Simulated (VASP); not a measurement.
# RbNa3H4 (Pm-3m) in VASP: notebook

One crystal, RbNa3H4, is run at these levels: LDA; tasks: single point.

Everything below comes from runs of VASP 6.6.1. Logs are shortened: lines on timing, memory, paths and dates and some standing lists are left out, and cuts for length are marked.

**1. The crystal as given**

The structure is cubic, space group Pm-3m (No. 221). Conventional cell: a = 5.286 Å, b = 5.286 Å, c = 5.286 Å, α = 90.00°, β = 90.00°, γ = 90.00°. Rb (site symmetry m-3m) is surrounded by 6 H at 2.64 Å. Around Na (site symmetry 4/mmm) lie 6 H at 2.64 Å. H (site symmetry 4/mmm) has 2 Rb at 2.64 Å and 4 Na at 2.64 Å as nearest neighbours. H (site symmetry m-3m) has 6 Na at 2.64 Å as nearest neighbours.

The cell comes from a database or a generator and needn't be the stable form of this composition.

**2. Single point, LDA**

Input file INCAR:

```
SYSTEM = RbNa3H4
ALGO = Normal
EDIFF = 1E-6
ENCUT = 520
ISIF = 2
ISMEAR = 0
LASPH = .True.
LCHARG = .False.
LREAL = .False.
LWAVE = .False.
NBANDS = 27
NELM = 100
PREC = Accurate
SIGMA = 0.01
```

Input file KPOINTS:

```
k-points
0
Gamma
  3 3 3
  0 0 0
```

Input file POSCAR:

```
RbNa3H4
1.0
    5.2858860000      0.0000000000      0.0000000000
    0.0000000000      5.2858860000      0.0000000000
    0.0000000000      0.0000000000      5.2858860000
Rb Na H
1 3 4
Direct
    0.5000000000      0.5000000000      0.5000000000
    0.0000000000      0.0000000000      0.5000000000
    0.0000000000      0.5000000000      0.0000000000
    0.5000000000      0.0000000000      0.0000000000
    0.5000000000      0.5000000000      0.0000000000
    0.5000000000      0.0000000000      0.5000000000
    0.0000000000      0.5000000000      0.5000000000
    0.0000000000      0.0000000000      0.0000000000
```

Potentials or basis: VASP PAW LDA potentials, release 64 (Rb_sv, Na_pv, H).

Command:

```sh
$ cat potpaw_LDA.64/Rb_sv/POTCAR potpaw_LDA.64/Na_pv/POTCAR potpaw_LDA.64/H/POTCAR > POTCAR
$ mpirun -np 1 vasp_std > vasp.out
```

OUTCAR:

```text
SYSTEM = RbNa3H4
   EDIFF = 1E-6
   ENCUT = 520
   ISIF = 2
   ISMEAR = 0
   LASPH = .True.
   LREAL = .False.
   NELM = 100
   PREC = Accurate

 ion  position               nearest neighbor table
   1  0.500  0.500  0.500-   5 2.64   6 2.64   7 2.64   5 2.64   6 2.64   7 2.64   3 3.74   4 3.74
                             2 3.74   2 3.74   4 3.74   3 3.74   4 3.74   2 3.74   3 3.74   4 3.74
   2  0.000  0.000  0.500-   1 3.74   1 3.74   1 3.74   1 3.74
   3  0.000  0.500  0.000-   1 3.74   1 3.74   1 3.74   1 3.74
   4  0.500  0.000  0.000-   1 3.74   1 3.74   1 3.74   1 3.74
   5  0.500  0.500  0.000-   1 2.64   1 2.64
   6  0.500  0.000  0.500-   1 2.64   1 2.64
   7  0.000  0.500  0.500-   1 2.64   1 2.64
   8  0.000  0.000  0.000-

  LATTYP: Found a simple cubic cell.
 ALAT       =     5.2858860000

  Lattice vectors:

 A1 = (   5.2858860000,   0.0000000000,   0.0000000000)
 A2 = (   0.0000000000,   5.2858860000,   0.0000000000)
 A3 = (   0.0000000000,   0.0000000000,   5.2858860000)

Analysis of symmetry for initial positions (statically):
=====================================================================
 Subroutine PRICEL returns:
 Original cell was already a primitive cell.

 Routine SETGRP: Setting up the symmetry group for a
 simple cubic supercell.

 Subroutine GETGRP returns: Found 48 space group operations
 (whereof 48 operations were pure point group operations)
 out of a pool of 48 trial point group operations.

The static configuration has the point symmetry O_h .

Analysis of symmetry for dynamics (positions and initial velocities):
=====================================================================
 Subroutine PRICEL returns:
 Original cell was already a primitive cell.

 Routine SETGRP: Setting up the symmetry group for a
 simple cubic supercell.

 Subroutine GETGRP returns: Found 48 space group operations
 (whereof 48 operations were pure point group operations)
 out of a pool of 48 trial point group operations.

The dynamic configuration has the point symmetry O_h .

 Subroutine INISYM returns: Found 48 space group operations
 (whereof 48 operations are pure point group operations),
 and found     1 'primitive' translations

----------------------------------------------------------------------------------------

                                     Primitive cell

  volume of cell :     147.6908

  direct lattice vectors                    reciprocal lattice vectors
     5.285886000  0.000000000  0.000000000     0.189183043  0.000000000  0.000000000
     0.000000000  5.285886000  0.000000000     0.000000000  0.189183043  0.000000000
[... 86 lines left out ...]
   PSTRESS=    0.0 pullay stress
   NELECT =      34.0000    total number of electrons
   NUPDOWN=      -1.0000    fix difference up-down
   EMIN   =  10.00;   EMAX   =-10.00  energy-range for DOS
   EFERMI =   0.00;   METHOD = LEGACY
   ISMEAR =     0;   SIGMA  =   0.01  broadening in eV -4-tet -1-fermi 0-gaus
   EFERMI_NEDOS =   21; number of points for ismear=-14 and -15
   IALGO  =     38    algorithm
   IMIX   =      4    mixing-type and parameters
     AMIX     =   0.40;   BMIX     =  1.00
     AMIX_MAG =   1.60;   BMIX_MAG =  1.00
  volume/ion in A,a.u.               =      18.46       124.58
  Fermi-wavevector in a.u.,A,eV,Ry     =   1.003344  1.896046 13.696984  1.006700
  Thomas-Fermi vector in A             =   2.135890
   LORBIT       =      0    0 simple, 1 ext, 2 COOP (PROOUT), +10 PAW based schemes
   GGA     = CA    functional components
   LHFCALC =     F    Hartree Fock is set to
   AEXX    =    0.0000 exact exchange contribution
   IVDW    =     0    specifies the selected vdW correction
   LEPSILON=     F    determine dielectric tensor
   LRPA    =     F    only Hartree local field effects (RPA)
 non-spin polarized calculation
 Gauss-broadening in eV      SIGMA  =   0.01
  energy-cutoff  :      520.00
  volume of cell :      147.69
 maximum number of plane-waves:      3998
 NGX is ok and might be reduce to    40
   NGX = 19   NGY = 19   NGZ = 19

 number of electron      33.9999987 magnetization

 Free energy of the ion-electron system (eV)
  ---------------------------------------------------
  ext. energy  EPLUGINS =         0.00000000
  ---------------------------------------------------
  free energy    TOTEN  =       -20.27924935 eV

  energy without entropy =      -20.27924935  energy(sigma->0) =      -20.27924935

 E-fermi :  -1.3475     XC(G=0):  -7.7495

 val. band max:       -1.4009160873   @ k =   0.3333   0.0000   0.0000
 cond. band min:       1.5617060726   @ k =   0.3333   0.3333   0.3333
 fundamental gap:      2.9626221599
 Fermi energy:        -1.3475258510

 k-point     1 :       0.0000    0.0000    0.0000
  band No.  band energies     occupation
      1     -26.3484      2.00000
      2     -24.3503      2.00000
      3     -24.3503      2.00000
      4     -24.3503      2.00000
      5     -24.3354      2.00000
      6     -24.3354      2.00000
[... 109 lines left out ...]
     26       7.2948      0.00000
     27       7.3742      0.00000

------------------------ aborting loop because EDIFF is reached ----------------------------------------

  FORCE on cell =-STRESS in cart. coord.  units (eV):
  Direction    XX          YY          ZZ          XY          YZ          ZX
  --------------------------------------------------------------------------------------
  -------------------------------------------------------------------------------------
  Total       -1.6614657     -1.6614657     -1.6614657     -0.0000000      0.0000000     -0.0000000
  in kB      -18.0238919    -18.0238919    -18.0238919     -0.0000000      0.0000000     -0.0000000
  external PRESSURE =     -18.0238919 kB  Pullay stress =       0.0000000 kB

 VOLUME and BASIS-vectors are now :
 -----------------------------------------------------------------------------
  energy-cutoff  :      520.00
  volume of cell :      147.69
      direct lattice vectors                 reciprocal lattice vectors
     5.285886000  0.000000000  0.000000000     0.189183043  0.000000000  0.000000000
     0.000000000  5.285886000  0.000000000     0.000000000  0.189183043  0.000000000
     0.000000000  0.000000000  5.285886000     0.000000000  0.000000000  0.189183043

 POSITION                                       TOTAL-FORCE (eV/Angst)
 -----------------------------------------------------------------------------------
      2.64294      2.64294      2.64294         0.000000      0.000000      0.000000
      0.00000      0.00000      2.64294         0.000000      0.000000      0.000000
      0.00000      2.64294      0.00000         0.000000      0.000000      0.000000
      2.64294      0.00000      0.00000         0.000000      0.000000      0.000000
      2.64294      2.64294      0.00000         0.000000      0.000000      0.000000
      2.64294      0.00000      2.64294         0.000000      0.000000      0.000000
      0.00000      2.64294      2.64294         0.000000      0.000000      0.000000
      0.00000      0.00000      0.00000         0.000000      0.000000      0.000000
 -----------------------------------------------------------------------------------
    total drift:                               -0.000000      0.000000     -0.000000

  FREE ENERGIE OF THE ION-ELECTRON SYSTEM (eV)
  ---------------------------------------------------
  free  energy   TOTEN  =       -20.2792493543 eV

  energy  without entropy=      -20.2792493543  energy(sigma->0) =      -20.27924935
```

OSZICAR:

```text
N       E                     dE             d eps       ncg     rms          rms(c)
DAV:   1     0.271040929595E+03    0.27104E+03   -0.16120E+04   216   0.120E+03
DAV:   2     0.218315386134E+01   -0.26886E+03   -0.25430E+03   224   0.327E+02
DAV:   3    -0.215572128294E+02   -0.23740E+02   -0.23597E+02   330   0.101E+02
DAV:   4    -0.222504917801E+02   -0.69328E+00   -0.69035E+00   301   0.155E+01
DAV:   5    -0.222663316522E+02   -0.15840E-01   -0.15837E-01   328   0.176E+00    0.806E+00
DAV:   6    -0.206603090858E+02    0.16060E+01   -0.12514E+00   231   0.464E+00    0.460E+00
DAV:   7    -0.202697160821E+02    0.39059E+00   -0.12771E+00   255   0.353E+00    0.170E+00
DAV:   8    -0.202818790401E+02   -0.12163E-01   -0.10785E-01   255   0.191E+00    0.229E-01
DAV:   9    -0.202793267254E+02    0.25523E-02   -0.80112E-03   285   0.535E-01    0.902E-02
DAV:  10    -0.202792838715E+02    0.42854E-04   -0.16168E-03   269   0.224E-01    0.431E-02
DAV:  11    -0.202792515448E+02    0.32327E-04   -0.14519E-04   285   0.649E-02    0.148E-02
DAV:  12    -0.202792493518E+02    0.21930E-05   -0.24452E-05   309   0.328E-02    0.936E-03
DAV:  13    -0.202792493543E+02   -0.25029E-08   -0.12552E-06   199   0.652E-03
   1 F= -.20279249E+02 E0= -.20279249E+02  d E =-.523086E-15
```

stdout:

```text
POSCAR found type information on POSCAR RbNaH
 POSCAR found :  3 types and       8 ions
 scaLAPACK will be used
 LDA part: xc-table for (Slater(with rela. corr.)+CA(PZ))
 , standard interpolation
 POSCAR, INCAR and KPOINTS ok, starting setup
 FFT: planning ... GRIDC
 FFT: planning ... GRID_SOFT
 FFT: planning ... GRID
 WAVECAR not read
 entering main loop
```

Run time: 9.4 s. Hardware: 1 thread of Intel Xeon Platinum 8488C (Sapphire Rapids), shared host; peak memory 0.19 GiB.

Results:

```yaml
Free_energy: -20.2792 eV
Pressure: -1.8 GPa
Band_gap_on_the_k_mesh: 2.96 eV, indirect (least direct gap 3.33 eV)
```

Caveat: an odd mesh through Γ misses points on the zone boundary, where band edges often lie.

[end of part 1 of 2]
